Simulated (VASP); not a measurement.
Runs of VASP 6.6.1 on CuAu. It takes space group P4/mmm (No. 123, tetragonal). Conventional cell: a = 2.851 Å, b = 2.851 Å, c = 3.582 Å, α = 90.00°, β = 90.00°, γ = 90.00°. Cu (site symmetry 4/mmm) has 8 Au at 2.70 Å and 4 Cu at 2.85 Å as nearest neighbours. Around Au (site symmetry 4/mmm) lie 8 Cu at 2.70 Å and 4 Au at 2.85 Å. The cell comes from a database or a generator and needn't be the stable form of this composition.

| level | potentials or basis | cutoff (eV) | gap on the mesh (eV) | pressure (GPa) | relaxed volume (Å³/atom) |
| --- | --- | --- | --- | --- | --- |
| PBEsol | VASP PAW PBE potentials, release 64 (Cu, Au) | 580 | none | 0.0 | (a) |
| PBE | VASP PAW PBE potentials, release 64 (Cu, Au) | 600 | none | 0.0 | 15.00 |
| LDA | VASP PAW LDA potentials, release 64 (Cu, Au) | 600 | none | 0.0 | (b) |
| PBE+D3(BJ) | VASP PAW PBE potentials, release 64 (Cu, Au) | 600 | none | 0.0 | 14.34 |
| RPBE | VASP PAW PBE potentials, release 64 (Cu, Au) | 600 | none | 0.0 | 15.49 |

Alike in all rows: task relaxation of cell and atoms; no spin polarisation; cell relaxed; k mesh 14 × 14 × 12; smearing gaussian 0.1 eV.

Fill in the values left out.

(a) 14.23; (b) 13.83.

Caveats: the PAW data sets were made with another functional, which shifts forces and pressure a little (some runs); pairwise dispersion overbinds metals, which lowers pressure and volume (some runs).

A k mesh can miss the band edges, and the runs leave out spin-orbit coupling on Au.

A gap of «none» marks a metal or a gap under the smearing width.
